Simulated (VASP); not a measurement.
Level of theory: PBEsol GGA, VASP's PBE PAW potentials (set 64) (plane waves; VASP).

Input for VASP

INCAR:
```
ALGO = Normal
EDIFF = 1E-6
EDIFFG = -0.02
ENCUT = 520
GGA = PS
IBRION = 2
ISIF = 3
ISMEAR = 0
LASPH = .True.
LCHARG = .False.
LMAXMIX = 4
LREAL = .False.
LWAVE = .False.
NELM = 100
NSW = 60
PREC = Accurate
SIGMA = 0.05
SYSTEM = MgZn2O3
```

### KPOINTS
```
K-points
0
Gamma
 8 8 3
0 0 0
```

**POSCAR**
```
MgZn2O3
1.0
  3.0098517044   0.0000000000   0.0000000000
 -1.5049258522   2.6066078962   0.0000000000
  0.0000000000   0.0000000000   7.3449728101
Mg Zn O
1 2 3
Cart
  0.0000000000   0.0000000000   0.0000000000
 -0.0000015049   1.7377394663   4.9101676209
  1.5049273571   0.8688684299   2.4348051892
 -0.0000015049   1.7377394663   1.1830895380
  1.5049273571   0.8688684299   6.1618832721
  0.0000000000   0.0000000000   3.6724864050
```

POTCAR, in this order: Mg Zn O (PBE.64 set). Program: vasp_std.

Output

**OUTCAR**
```
 ion  position               nearest neighbor table
   1  0.000  0.000  0.000-   4 2.10   5 2.10   4 2.10   5 2.10   5 2.10   4 2.10   2 2.99   3 2.99
                             2 2.99   3 2.99   2 2.99   3 2.99
   2  0.333  0.667  0.669-   6 2.13   6 2.13   6 2.13   5 2.14   5 2.14   5 2.14   1 2.99   1 2.99
                             1 2.99   3 3.02   3 3.02   3 3.02
   3  0.667  0.333  0.331-   6 2.13   6 2.13   6 2.13   4 2.14   4 2.14   4 2.14   1 2.99   1 2.99
                             1 2.99   2 3.02   2 3.02   2 3.02
   4  0.333  0.667  0.161-   1 2.10   1 2.10   1 2.10   3 2.14   3 2.14   3 2.14
   5  0.667  0.333  0.839-   1 2.10   1 2.10   1 2.10   2 2.14   2 2.14   2 2.14
   6  0.000  0.000  0.500-   2 2.13   3 2.13   2 2.13   3 2.13   3 2.13   2 2.13
  LATTYP: Found a hexagonal cell.
 ALAT       =     3.0098517044
 C/A-ratio  =     2.4403105307
 Subroutine PRICEL returns:
 Original cell was already a primitive cell.
 Subroutine GETGRP returns: Found 12 space group operations
The static configuration has the point symmetry D_3d.
The dynamic configuration has the point symmetry D_3d.
 Subroutine INISYM returns: Found 12 space group operations
 Subroutine IBZKPT returns following result:
 Found     25 irreducible k-points:

 Following reciprocal coordinates:
            Coordinates               Weight
  0.000000  0.000000  0.000000      1.000000
...
```

OSZICAR:
```
       N       E                     dE             d eps       ncg     rms          rms(c)
DAV:   1     0.385174156456E+03    0.38517E+03   -0.23146E+04  1340   0.233E+03
DAV:   2     0.705530472255E+01   -0.37812E+03   -0.36723E+03  1470   0.470E+02
DAV:   3    -0.345605438763E+02   -0.41616E+02   -0.40837E+02  1494   0.162E+02
DAV:   4    -0.357378282956E+02   -0.11773E+01   -0.11727E+01  1532   0.271E+01
DAV:   5    -0.357499199462E+02   -0.12092E-01   -0.12087E-01  1526   0.281E+00    0.147E+01
DAV:   6    -0.313300817021E+02    0.44198E+01   -0.16891E+01  2240   0.822E+01    0.968E+00
DAV:   7    -0.315864807809E+02   -0.25640E+00   -0.41541E+00  1390   0.178E+01    0.608E+00
DAV:   8    -0.315905858988E+02   -0.41051E-02   -0.13193E+00  1980   0.124E+01    0.199E+00
DAV:   9    -0.314970637237E+02    0.93522E-01   -0.32710E-01  2270   0.109E+01    0.393E-01
DAV:  10    -0.315011657207E+02   -0.41020E-02   -0.74698E-02  1388   0.198E+00    0.124E-01
DAV:  11    -0.315010238657E+02    0.14186E-03   -0.19909E-03  1874   0.510E-01    0.495E-02
DAV:  12    -0.315010335732E+02   -0.97075E-05   -0.41533E-04  1488   0.163E-01    0.358E-02
DAV:  13    -0.315010269186E+02    0.66546E-05   -0.14731E-04  1998   0.112E-01    0.146E-02
DAV:  14    -0.315010279567E+02   -0.10381E-05   -0.23151E-05  1696   0.849E-02    0.973E-03
DAV:  15    -0.315010269819E+02    0.97482E-06   -0.13585E-05  1842   0.620E-02    0.269E-03
DAV:  16    -0.315010267117E+02    0.27023E-06   -0.16652E-06   800   0.223E-02
   1 F= -.31501027E+02 E0= -.31501027E+02  d E =-.315010E+02
```

File OUTCAR:
```
------------------------ aborting loop because EDIFF is reached ----------------------------------------
  FORCE on cell =-STRESS in cart. coord.  units (eV):
  Direction    XX          YY          ZZ          XY          YZ          ZX
  --------------------------------------------------------------------------------------
  Total        0.0996502      0.0996502      0.0330042      0.0000000      0.0000000      0.0000000
  in kB        2.7706249      2.7706246      0.9176313      0.0000000      0.0000000      0.0000000
  external PRESSURE =       2.1529603 kB  Pullay stress =       0.0000000 kB
  volume of cell :       57.63
      direct lattice vectors                 reciprocal lattice vectors
     3.009851704  0.000000000  0.000000000     0.332242282  0.191820182  0.000000000
    -1.504925852  2.606607896  0.000000000     0.000000000  0.383640363  0.000000000
     0.000000000  0.000000000  7.344972810     0.000000000  0.000000000  0.136147543
 POSITION                                       TOTAL-FORCE (eV/Angst)
 -----------------------------------------------------------------------------------
      0.00000      0.00000      0.00000         0.000000      0.000000      0.000000
     -0.00000      1.73774      4.91017        -0.000000     -0.000000      0.001975
      1.50493      0.86887      2.43481         0.000000      0.000000     -0.001975
     -0.00000      1.73774      1.18309        -0.000000      0.000000     -0.009832
      1.50493      0.86887      6.16188         0.000000     -0.000000      0.009832
      0.00000      0.00000      3.67249         0.000000      0.000000      0.000000
 -----------------------------------------------------------------------------------
    total drift:                                0.000000      0.000000      0.000000
  FREE ENERGIE OF THE ION-ELECTRON SYSTEM (eV)
  ---------------------------------------------------
  free  energy   TOTEN  =       -31.5010267117 eV

  energy  without entropy=      -31.5010267117  energy(sigma->0) =      -31.50102671

 reached required accuracy - stopping structural energy minimisation
```
(Selected blocks of OUTCAR.)

OUTCAR:
```
 val. band max:        2.8692192080   @ k =   0.0000   0.0000   0.0000

 cond. band min:       4.7079586100   @ k =   0.0000   0.0000   0.0000


 Fermi energy:         3.0874067251

 k-point     1 :       0.0000    0.0000    0.0000
  band No.  band energies     occupation
      1     -15.3783      2.00000
      2     -14.4257      2.00000
      3     -14.3019      2.00000
      4      -3.5187      2.00000
      5      -2.6577      2.00000
      6      -2.4701      2.00000
      7      -2.4701      2.00000
      8      -1.9353      2.00000
      9      -1.9353      2.00000
     10      -1.6121      2.00000
     11      -1.6121      2.00000
     12      -1.4210      2.00000
     13      -1.4210      2.00000
     14      -0.9840      2.00000
     15      -0.5642      2.00000
     16       1.8364      2.00000
     17       1.8364      2.00000
     18       1.8526      2.00000
     19       1.9355      2.00000
     20       1.9355      2.00000
     21       2.8692      2.00000
     22       2.8692      2.00000
     23       4.7080      0.00000
     24       8.3871      0.00000
     25       8.4878      0.00000
     26      13.3193      0.00000

 k-point     2 :       0.1250    0.0000    0.0000
  band No.  band energies     occupation
      1     -15.2244      2.00000
      2     -14.3468      2.00000
      3     -14.2159      2.00000
      4      -3.3852      2.00000
      5      -2.8705      2.00000
      6      -2.4228      2.00000
      7      -2.2334      2.00000
      8      -2.0488      2.00000
      9      -1.8971      2.00000
     10      -1.7152      2.00000
     11      -1.6628      2.00000
     12      -1.4266      2.00000
     13      -1.4110      2.00000
     14      -0.8669      2.00000
     15      -0.6162      2.00000
     16       0.9692      2.00000
     17       1.2337      2.00000
     18       1.6200      2.00000
     19       1.9701      2.00000
     20       2.0392      2.00000
     21       2.3362      2.00000
     22       2.7790      2.00000
...
```

The structure comes from a computed database's MgZn2O3 entry (P-3m1); how it stands against other phases isn't given here. It was relaxed first. The start is the result of an earlier pass.
